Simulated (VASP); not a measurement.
```
NbN
1.0
    0.00000     2.25496     2.25496
    2.25496     0.00000     2.25496
    2.25496     2.25496     0.00000
Nb N
1 1
Direct
  0.00000   0.00000   0.00000
  0.50000   0.50000   0.50000
```

Method: PW91 GGA, VASP's PBE PAW potentials (set 64) (plane waves; VASP 6.6.1). Run with 520 eV cut-off, 14×14×14 Γ-centred mesh, first-order Methfessel-Paxton smearing of 0.10 eV, potentials Nb_sv N.

Q: Estimate the energy per atom (σ→0), pressure, band gap (on the k-mesh) with the smallest direct gap where there is one.

A: 
```
Property                                                     Value
------------------------  ----------------------------------------
band gap (on the k-mesh)  none (metal, semimetal or under 0.01 eV)
energy per atom (σ→0)                              -10.253 eV/atom
pressure                                                -15.74 GPa
```

Total energies compare only between runs with the same potentials, cut-off and functional.

The compound is NbN in the rock salt structure, the cubic δ form, which competes with hexagonal ones. This cell is one point of a volume scan, at 1.06 of the reference volume. VASP warned that the highest band is occupied, so more bands are needed.
